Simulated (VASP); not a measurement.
Consider the following.

```xyz
4
Lattice="1.5912 -2.7561 0.0000 1.5912 2.7561 0.0000 0.0000 0.0000 5.1801" Properties=species:S:1:pos:R:3 pbc="T T T"
Ga     1.5912    -0.9187     2.5902
Ga     1.5912     0.9187     0.0002
N      1.5912    -0.9187     4.5428
N      1.5912     0.9187     1.9527
```

All values below come from PBEsol GGA, VASP's PBE PAW potentials (set 64) (plane waves; VASP). Numerical set-up: 520 eV cut-off, 14×14×8 Γ-centred mesh, Gaussian smearing of 0.010 eV, potentials Ga_d N.

Problem. Predict the energy per atom (σ→0).

Solution. 
| Property | Value |
|---|---|
| energy per atom (σ→0) | -6.567 eV/atom |

The compound is GaN in the wurtzite structure. It was relaxed first.
